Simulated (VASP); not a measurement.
Here is the system:

```
CELL_PARAMETERS angstrom
      3.43334     0.00000     0.00000
      0.00000     3.43334     0.00000
      0.00000     0.00000    24.63555
ATOMIC_POSITIONS crystal
  Y  0.00000 0.50000 0.35454
  Y  0.50000 0.00000 0.45070
  Y  0.00000 0.50000 0.54930
  Y  0.50000 0.00000 0.64546
  N  0.00000 0.50000 0.44952
  N  0.50000 0.00000 0.35639
  N  0.00000 0.50000 0.64361
  N  0.50000 0.00000 0.55048
```

All values below come from PBEsol GGA, VASP's PBE PAW potentials (set 64) (plane waves; VASP). Numerical set-up: PREC = Normal, 450 eV cut-off, 6×6×1 Γ-centred mesh, Gaussian smearing of 0.050 eV, potentials Y_sv N.

**Question.** What does the run give for the energy per atom (σ→0), band gap (on the k-mesh) with the smallest direct gap where there is one?

**Answer.** 
| Property | Value |
|---|---|
| band gap (on the k-mesh) | 0.15 eV |
| smallest direct gap (on the k-mesh) | 0.15 eV |
| energy per atom (σ→0) | -903.0 kJ/mol-atom |

Total energies compare only between runs with the same potentials, cut-off and functional.

The cell is a thin slab with vacuum, built from YN (rock salt): (100) face.
